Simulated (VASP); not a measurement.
# AgCl (Chlorargyrite) with r2SCAN + rVV10: from relaxation to properties, part 4 of 5

Aim: relax AgCl (Chlorargyrite), then compute properties on the relaxed cell. The start is a cell from a database of measured crystal structures.

VASP 6.6.1; r2SCAN with rVV10; plane waves and PAW (Ag, Cl).

So far, gap on the k-mesh (eV): step 2 (relaxing cell and atoms (r2SCAN + rVV10)) 1.44; step 6 (density of states (r2SCAN + rVV10)) 1.36. The relaxed cell has a = 5.496 Å (conventional setting).

The database entry behind the starting cell differs from later determinations by our own check (an axis about 1.4 % short against later determinations), so it need not match the best structure at ambient conditions.

### Step 7. Dielectric tensor and Born charges (r2SCAN + rVV10)

The response to a static field gives the electronic dielectric tensor and the Born charges. It needs tightly converged orbitals, hence the small EDIFF.

INCAR reads:

```
SYSTEM = AgCl
PREC = Accurate
ENCUT = 400
EDIFF = 1E-07
NELM = 100
ISMEAR = 0
SIGMA = 0.01
LREAL = .FALSE.
ALGO = Normal
METAGGA = R2SCAN
LUSE_VDW = .TRUE.
IVDW_NL = 2
BPARAM = 11.95
CPARAM = 0.0093
LASPH = .TRUE.
NBANDS = 15
LORBIT = 11
LWAVE = .FALSE.
LCHARG = .FALSE.
LCALCEPS = .TRUE.
LPEAD = .TRUE.
```

POSCAR reads:

```
AgCl
1.0
    0.0000000000      2.7478564130      2.7478564130
    2.7478564130      0.0000000000      2.7478564130
    2.7478564130      2.7478564130      0.0000000000
Ag Cl
1 1
Direct
    0.0000000000      0.0000000000      0.0000000000
    0.5000000000      0.5000000000      0.5000000000
```

KPOINTS reads:

```
Automatic mesh
0
Gamma
6 6 6
0 0 0
```

Potentials, in the order of the species: Ag and Cl (PBE family, release 64).

Run with:

```
$ mpirun -np 2 vasp_std
```

Output:

```text
[banner, memory and clock lines left out]
running    2 mpi-ranks, on    1 nodes
 distrk:  each k-point on    2 cores,    1 groups
 distr:  one band on    1 cores,    2 groups

 POSCAR found type information on POSCAR AgCl
 POSCAR found :  2 types and       2 ions
 [... a notice as in an earlier step ...]

 [... a notice as in an earlier step ...]

 LDA part: xc-table for (None), standard interpolation
 [... a notice as in an earlier step ...]

 POSCAR, INCAR and KPOINTS ok, starting setup
 FFT: planning ... GRIDC
 FFT: planning ... GRID_SOFT
 FFT: planning ... GRID
 WAVECAR not read
 entering main loop
       N       E                     dE             d eps       ncg     rms          rms(c)
Total rVV10 correction in eV:      0.5283850    21.5737324
DAV:   1     0.572179916391E+02    0.57218E+02   -0.73635E+03   536   0.821E+02
DAV:   2    -0.306197029932E+02   -0.87838E+02   -0.82083E+02   672   0.201E+02
DAV:   3    -0.331496776369E+02   -0.25300E+01   -0.25260E+01   648   0.367E+01
DAV:   4    -0.331668846168E+02   -0.17207E-01   -0.17206E-01   648   0.317E+00
DAV:   5    -0.331671458785E+02   -0.26126E-03   -0.26126E-03   616   0.382E-01    0.706E+00
Total rVV10 correction in eV:      0.5277279    21.5737320
DAV:   6    -0.281631784898E+02    0.50040E+01   -0.36404E+00   512   0.197E+01    0.631E+00
Total rVV10 correction in eV:      0.5332272    21.5737320
DAV:   7    -0.281029591197E+02    0.60219E-01   -0.16808E-01   584   0.412E+00    0.401E+00
Total rVV10 correction in eV:      0.5417164    21.5737320
DAV:   8    -0.280912426307E+02    0.11716E-01   -0.11393E-01   560   0.380E+00    0.794E-01
Total rVV10 correction in eV:      0.5438905    21.5737320
DAV:   9    -0.280922810202E+02   -0.10384E-02   -0.40537E-03   656   0.670E-01    0.386E-01
Total rVV10 correction in eV:      0.5433292    21.5737320
DAV:  10    -0.280916444569E+02    0.63656E-03   -0.14974E-03   600   0.417E-01    0.130E-01
Total rVV10 correction in eV:      0.5429863    21.5737320
DAV:  11    -0.280916060040E+02    0.38453E-04   -0.55273E-04   616   0.189E-01    0.397E-02
Total rVV10 correction in eV:      0.5430086    21.5737320
DAV:  12    -0.280916032333E+02    0.27707E-05   -0.12523E-05   600   0.348E-02    0.235E-02
Total rVV10 correction in eV:      0.5431319    21.5737320
DAV:  13    -0.280916026344E+02    0.59893E-06   -0.21379E-05   600   0.501E-02    0.644E-03
Total rVV10 correction in eV:      0.5431167    21.5737320
DAV:  14    -0.280916023881E+02    0.24630E-06   -0.82687E-07   608   0.103E-02    0.209E-03
Total rVV10 correction in eV:      0.5431107    21.5737320
DAV:  15    -0.280916022545E+02    0.13357E-06   -0.11740E-07   352   0.350E-03    0.282E-04
Total rVV10 correction in eV:      0.5431107    21.5737320
DAV:  16    -0.280916022468E+02    0.76961E-08   -0.44826E-09   304   0.605E-04
|                                                                             |
|           W    W    AA    RRRRR   N    N  II  N    N   GGGG   !!!           |
|           W    W   A  A   R    R  NN   N  II  NN   N  G    G  !!!           |
|           W    W  A    A  R    R  N N  N  II  N N  N  G       !!!           |
|           W WW W  AAAAAA  RRRRR   N  N N  II  N  N N  G  GGG   !            |
|           WW  WW  A    A  R   R   N   NN  II  N   NN  G    G                |
|           W    W  A    A  R    R  N    N  II  N    N   GGGG   !!!           |
|                                                                             |
|     One or more components of EFIELD_PEAD are too large for comfort. In     |
|     all probability, you are too near to the onset of Zener tunneling.      |
|                                                                             |
|          e |E dot A_1| =  0.00000 > 1/10, E_g/N_1 =  0.02272                |
|          e |E dot A_2| =  0.02748 > 1/10, E_g/N_2 =  0.02272                |
|          e |E dot A_3| =  0.02748 > 1/10, E_g/N_3 =  0.02272                |
|                                                                             |
|     Possible SOLUTIONS:                                                     |
|      ) Choose a smaller electric field.                                     |
|      ) Use a less dense grid of k-points.                                   |
|                                                                             |

       N       E                     dE             d eps       ncg     rms          rms(c)
SDA:   1    -0.280916017951E+02   -0.28092E+02   -0.27331E-09  1088   0.683E-09   0.000E+00
Total rVV10 correction in eV:      0.5431099    21.5737320
DMP:   2    -0.280916017844E+02    0.10685E-07   -0.35218E-09  1088   0.703E-09   0.465E-09
 final diagonalization occupied
 p_tot=( -0.192E+02 -0.192E+02 -0.192E+02 )
Total rVV10 correction in eV:      0.5431103    21.5737320
       N       E                     dE             d eps       ncg     rms          rms(c)
Total rVV10 correction in eV:      0.5431102    21.5737320
 p_tot=( -0.192E+02 -0.192E+02 -0.192E+02 )
dp_tot=(  0.000E+00  0.000E+00  0.000E+00 )  diag[e(oo)]=(  1.00000    ---      ---   )
SDA:   1    -0.280916017845E+02    0.10586E-07   -0.30999E-04  1088   0.775E-04   0.000E+00
Total rVV10 correction in eV:      0.5431103    21.5737320
 p_tot=( -0.192E+02 -0.192E+02 -0.192E+02 )
dp_tot=(  0.310E-02  0.830E-06  0.830E-06 )  diag[e(oo)]=(  2.35177    ---      ---   )
DMP:   2    -0.280916257134E+02   -0.23929E-04   -0.18874E-04  1088   0.253E-04   0.421E-04
Total rVV10 correction in eV:      0.5431101    21.5737320
 p_tot=( -0.192E+02 -0.192E+02 -0.192E+02 )
dp_tot=(  0.640E-02  0.174E-05  0.174E-05 )  diag[e(oo)]=(  3.78869    ---      ---   )
DMP:   3    -0.280916373895E+02   -0.11676E-04   -0.50637E-05  1088   0.684E-05   0.112E-04
Total rVV10 correction in eV:      0.5431099    21.5737320
 p_tot=( -0.192E+02 -0.192E+02 -0.192E+02 )
dp_tot=(  0.838E-02  0.235E-05  0.235E-05 )  diag[e(oo)]=(  4.65597    ---      ---   )
DMP:   4    -0.280916399208E+02   -0.25313E-05   -0.24839E-05  1088   0.621E-05  -0.461E-08
Total rVV10 correction in eV:      0.5431098    21.5737320
 p_tot=( -0.192E+02 -0.192E+02 -0.192E+02 )
dp_tot=(  0.899E-02  0.260E-05  0.260E-05 )  diag[e(oo)]=(  4.92016    ---      ---   )
DMP:   5    -0.280916415034E+02   -0.15827E-05   -0.17825E-05  1088   0.358E-05   0.170E-05
Total rVV10 correction in eV:      0.5431097    21.5737320
 p_tot=( -0.192E+02 -0.192E+02 -0.192E+02 )
dp_tot=(  0.883E-02  0.263E-05  0.263E-05 )  diag[e(oo)]=(  4.85066    ---      ---   )
DMP:   6    -0.280916425898E+02   -0.10864E-05   -0.69711E-06  1088   0.124E-05   0.968E-06
Total rVV10 correction in eV:      0.5431097    21.5737320
 p_tot=( -0.192E+02 -0.192E+02 -0.192E+02 )
[...]
N       E                     dE             d eps       ncg     rms          rms(c)
Total rVV10 correction in eV:      0.5431102    21.5737320
 p_tot=( -0.192E+02 -0.192E+02 -0.192E+02 )
dp_tot=(  0.000E+00  0.000E+00  0.000E+00 )  diag[e(oo)]=(    ---    1.00000    ---   )
SDA:   1    -0.280916017908E+02   -0.79899E-09   -0.31000E-04  1088   0.775E-04   0.000E+00
Total rVV10 correction in eV:      0.5431103    21.5737320
 p_tot=( -0.192E+02 -0.192E+02 -0.192E+02 )
dp_tot=(  0.616E-06  0.310E-02  0.768E-06 )  diag[e(oo)]=(    ---    2.35178    ---   )
DMP:   2    -0.280916257150E+02   -0.23924E-04   -0.18875E-04  1088   0.253E-04   0.421E-04
Total rVV10 correction in eV:      0.5431101    21.5737320
 p_tot=( -0.192E+02 -0.192E+02 -0.192E+02 )
dp_tot=(  0.945E-06  0.640E-02  0.132E-05 )  diag[e(oo)]=(    ---    3.78872    ---   )
DMP:   3    -0.280916373914E+02   -0.11676E-04   -0.50637E-05  1088   0.684E-05   0.112E-04
Total rVV10 correction in eV:      0.5431099    21.5737320
 p_tot=( -0.192E+02 -0.192E+02 -0.192E+02 )
dp_tot=(  0.823E-06  0.838E-02  0.142E-05 )  diag[e(oo)]=(    ---    4.65600    ---   )
DMP:   4    -0.280916399228E+02   -0.25314E-05   -0.24838E-05  1088   0.621E-05  -0.489E-08
Total rVV10 correction in eV:      0.5431098    21.5737320
 p_tot=( -0.192E+02 -0.192E+02 -0.192E+02 )
dp_tot=(  0.507E-06  0.899E-02  0.129E-05 )  diag[e(oo)]=(    ---    4.92019    ---   )
DMP:   5    -0.280916415054E+02   -0.15826E-05   -0.17825E-05  1088   0.358E-05   0.170E-05
Total rVV10 correction in eV:      0.5431097    21.5737320
 p_tot=( -0.192E+02 -0.192E+02 -0.192E+02 )
dp_tot=(  0.258E-06  0.883E-02  0.117E-05 )  diag[e(oo)]=(    ---    4.85069    ---   )
DMP:   6    -0.280916425916E+02   -0.10862E-05   -0.69712E-06  1088   0.124E-05   0.968E-06
Total rVV10 correction in eV:      0.5431097    21.5737320
 p_tot=( -0.192E+02 -0.192E+02 -0.192E+02 )
dp_tot=(  0.163E-06  0.851E-02  0.114E-05 )  diag[e(oo)]=(    ---    4.71305    ---   )
DMP:   7    -0.280916429260E+02   -0.33436E-06   -0.25234E-06  1088   0.669E-06  -0.742E-07
Total rVV10 correction in eV:      0.5431097    21.5737320
 p_tot=( -0.192E+02 -0.192E+02 -0.192E+02 )
dp_tot=(  0.180E-06  0.834E-02  0.117E-05 )  diag[e(oo)]=(    ---    4.63516    ---   )
DMP:   8    -0.280916430422E+02   -0.11619E-06   -0.16630E-06  1088   0.441E-06  -0.494E-07
Total rVV10 correction in eV:      0.5431097    21.5737320
 p_tot=( -0.192E+02 -0.192E+02 -0.192E+02 )
dp_tot=(  0.241E-06  0.831E-02  0.122E-05 )  diag[e(oo)]=(    ---    4.62432    ---   )
DMP:   9    -0.280916431339E+02   -0.91695E-07   -0.96292E-07  1088   0.218E-06   0.442E-07
 final diagonalization full
 p_tot=( -0.192E+02 -0.192E+02 -0.192E+02 )
dp_tot=(  0.297E-06  0.835E-02  0.125E-05 )  diag[e(oo)]=(    ---    4.64015    ---   )
Total rVV10 correction in eV:      0.5431097    21.5737320
Total rVV10 correction in eV:      0.5431103    21.5737320
|                                                                             |
|           W    W    AA    RRRRR   N    N  II  N    N   GGGG   !!!           |
|           W    W   A  A   R    R  NN   N  II  NN   N  G    G  !!!           |
|           W    W  A    A  R    R  N N  N  II  N N  N  G       !!!           |
|           W WW W  AAAAAA  RRRRR   N  N N  II  N  N N  G  GGG   !            |
|           WW  WW  A    A  R   R   N   NN  II  N   NN  G    G                |
|           W    W  A    A  R    R  N    N  II  N    N   GGGG   !!!           |
|                                                                             |
|     One or more components of EFIELD_PEAD are too large for comfort. In     |
|     all probability, you are too near to the onset of Zener tunneling.      |
|                                                                             |
|          e |E dot A_1| =  0.02748 > 1/10, E_g/N_1 =  0.02272                |
|          e |E dot A_2| =  0.02748 > 1/10, E_g/N_2 =  0.02272                |
|          e |E dot A_3| =  0.00000 > 1/10, E_g/N_3 =  0.02272                |
|                                                                             |
|     Possible SOLUTIONS:                                                     |
|      ) Choose a smaller electric field.                                     |
|      ) Use a less dense grid of k-points.                                   |
|                                                                             |

       N       E                     dE             d eps       ncg     rms          rms(c)
Total rVV10 correction in eV:      0.5431103    21.5737320
SDA:   1    -0.280916016816E+02    0.41361E-04   -0.61758E-08  1088   0.154E-07   0.000E+00
Total rVV10 correction in eV:      0.5431103    21.5737320
DMP:   2    -0.280916017878E+02   -0.10614E-06   -0.60184E-09  1088   0.373E-08  -0.582E-08
Total rVV10 correction in eV:      0.5431103    21.5737320
DMP:   3    -0.280916017882E+02   -0.43747E-09   -0.11181E-08  1088   0.248E-08   0.822E-09
 final diagonalization occupied
 p_tot=( -0.192E+02 -0.192E+02 -0.192E+02 )
Total rVV10 correction in eV:      0.5431103    21.5737320
       N       E                     dE             d eps       ncg     rms          rms(c)
Total rVV10 correction in eV:      0.5431102    21.5737320
 p_tot=( -0.192E+02 -0.192E+02 -0.192E+02 )
dp_tot=(  0.000E+00  0.000E+00  0.000E+00 )  diag[e(oo)]=(    ---      ---    1.00000 )
SDA:   1    -0.280916017893E+02   -0.15132E-08   -0.30999E-04  1088   0.775E-04   0.000E+00
Total rVV10 correction in eV:      0.5431103    21.5737320
 p_tot=( -0.192E+02 -0.192E+02 -0.192E+02 )
dp_tot=(  0.998E-06  0.828E-06  0.310E-02 )  diag[e(oo)]=(    ---      ---    2.35177 )
DMP:   2    -0.280916257132E+02   -0.23924E-04   -0.18874E-04  1088   0.253E-04   0.421E-04
Total rVV10 correction in eV:      0.5431101    21.5737320
 p_tot=( -0.192E+02 -0.192E+02 -0.192E+02 )
dp_tot=(  0.142E-05  0.102E-05  0.640E-02 )  diag[e(oo)]=(    ---      ---    3.78867 )
DMP:   3    -0.280916373892E+02   -0.11676E-04   -0.50636E-05  1088   0.684E-05   0.112E-04
Total rVV10 correction in eV:      0.5431099    21.5737320
 p_tot=( -0.192E+02 -0.192E+02 -0.192E+02 )
dp_tot=(  0.130E-05  0.666E-06  0.838E-02 )  diag[e(oo)]=(    ---      ---    4.65593 )
DMP:   4    -0.280916399206E+02   -0.25314E-05   -0.24839E-05  1088   0.621E-05  -0.456E-08
Total rVV10 correction in eV:      0.5431098    21.5737320
 p_tot=( -0.192E+02 -0.192E+02 -0.192E+02 )
dp_tot=(  0.107E-05  0.245E-06  0.899E-02 )  diag[e(oo)]=(    ---      ---    4.92011 )
DMP:   5    -0.280916415033E+02   -0.15828E-05   -0.17825E-05  1088   0.358E-05   0.170E-05
Total rVV10 correction in eV:      0.5431097    21.5737320
 p_tot=( -0.192E+02 -0.192E+02 -0.192E+02 )
dp_tot=(  0.970E-06  0.226E-07  0.883E-02 )  diag[e(oo)]=(    ---      ---    4.85061 )
DMP:   6    -0.280916425895E+02   -0.10862E-05   -0.69709E-06  1088   0.124E-05   0.968E-06
Total rVV10 correction in eV:      0.5431097    21.5737320
 p_tot=( -0.192E+02 -0.192E+02 -0.192E+02 )
dp_tot=(  0.997E-06 -0.109E-07  0.851E-02 )  diag[e(oo)]=(    ---      ---    4.71298 )
DMP:   7    -0.280916429239E+02   -0.33437E-06   -0.25233E-06  1088   0.669E-06  -0.742E-07
Total rVV10 correction in eV:      0.5431097    21.5737320
 p_tot=( -0.192E+02 -0.192E+02 -0.192E+02 )
dp_tot=(  0.106E-05  0.392E-07  0.834E-02 )  diag[e(oo)]=(    ---      ---    4.63509 )
DMP:   8    -0.280916430401E+02   -0.11620E-06   -0.16628E-06  1088   0.441E-06  -0.495E-07
Total rVV10 correction in eV:      0.5431097    21.5737320
 p_tot=( -0.192E+02 -0.192E+02 -0.192E+02 )
dp_tot=(  0.109E-05  0.101E-06  0.831E-02 )  diag[e(oo)]=(    ---      ---    4.62426 )
DMP:   9    -0.280916431318E+02   -0.91743E-07   -0.96282E-07  1088   0.218E-06   0.442E-07
 final diagonalization full
 p_tot=( -0.192E+02 -0.192E+02 -0.192E+02 )
dp_tot=(  0.111E-05  0.148E-06  0.835E-02 )  diag[e(oo)]=(    ---      ---    4.64009 )
Total rVV10 correction in eV:      0.5431097    21.5737320
Total rVV10 correction in eV:      0.5431103    21.5737320
Total rVV10 correction in eV:      0.5431103    21.5737320
Total rVV10 correction in eV:      0.5431103    21.5737320
   1 F= -.28091643E+02 E0= -.28091643E+02  d E =-.347769E-15
```

The job ended after 32 min (2 MPI ranks of AMD EPYC 7R43, shared host; peak memory 0.46 GiB).

Parts of OUTCAR (step 7):

```text
   k-points           NKPTS =     16   k-points in BZ     NKDIM =     16   number of bands    NBANDS=     16

   NELECT =      18.0000    total number of electrons

            Ionic dipole moment: p[ion]=(   -19.23499   -19.23499   -19.23499 ) |e| Angst

 Total electronic dipole moment: p[elc]=(     0.00000     0.00000     0.00835 ) |e| Angst

 MACROSCOPIC STATIC DIELECTRIC TENSOR (including local field effects)
 ------------------------------------------------------
           4.640125    -0.000000     0.000000
          -0.000000     4.640125    -0.000000
           0.000000     0.000000     4.640125
 ------------------------------------------------------

 PIEZOELECTRIC TENSOR (including local field effects) (C/m^2)
          XX          YY          ZZ          XY          YZ          ZX
  --------------------------------------------------------------------------------
  x     0.00000     0.00000     0.00000     0.00000     0.00000     0.00000
  y     0.00000     0.00000     0.00000     0.00000     0.00000     0.00000
  z     0.00000     0.00000     0.00000     0.00000     0.00000     0.00000

 BORN EFFECTIVE CHARGES (including local field effects) (in |e|, cummulative output)
 ---------------------------------------------------------------------------------
 ion    1
    1     1.51395     0.00000     0.00000
    2     0.00000     1.51395    -0.00000
    3     0.00000    -0.00000     1.51395
 ion    2
    1    -1.51395    -0.00000    -0.00000
    2    -0.00000    -1.51395    -0.00000
    3     0.00000     0.00000    -1.51395

  Total       -0.0089525     -0.0089525     -0.0089525     -0.0000000      0.0000000     -0.0000000
  in kB       -0.3456545     -0.3456545     -0.3456545     -0.0000000      0.0000000     -0.0000000
  external PRESSURE =      -0.3456545 kB  Pullay stress =       0.0000000 kB

 POSITION                                       TOTAL-FORCE (eV/Angst)
 -----------------------------------------------------------------------------------
      0.00000      0.00000      0.00000         0.000000      0.000000      0.000000
      2.74786      2.74786      2.74786         0.000000     -0.000000     -0.000000
 -----------------------------------------------------------------------------------
    total drift:                                0.000000      0.000000      0.000000

[... 6 parts as in an earlier step ...]

[... 4 further parts left out ...]
```

Energies printed during the response cycles are not total energies of the cell. The log warns that the applied field is near the limit of Zener tunnelling for this mesh, so the response is less certain.

Numbers from this step:

```yaml
bands: 16
irreducible_k_points: 16
```

Electronic dielectric tensor with local fields:

```
4.64 0.00 0.00
0.00 4.64 0.00
0.00 0.00 4.64
```

Born effective charge (e), principal values of the symmetric part by kind of site:

```
atom  atoms with these values    low  middle   high   mean
 Ag1                        1   1.51    1.51   1.51   1.51
 Cl2                        1  -1.51   -1.51  -1.51  -1.51
```

In full for Cl2:

```
-1.51  0.00  0.00
 0.00 -1.51  0.00
 0.00  0.00 -1.51
```

The Born charges sum to zero; the printed set may have that rule imposed, so this is no test. The mean Born charge of Cl, -1.51 e, exceeds its nominal -1, the mark of charge that flows along bonds as atoms move.

(Continued in part 5 of 5.)

[Lines on the potential files, build, host, timing and source positions are cut from VASP's logs without a mark.]

[Logs are printed without paths, hosts, clocks, repeated set-up lines and the standing remarks that a program may print on its own settings, such as how far it seeks lower states.]

[Hosts, paths, dates, database ids (printed as entryN), source tags and the programs' standing remarks are cut or masked in the printed files.]

[A measured line is paired with the nearest computed mode of its activity, which favours agreement.]
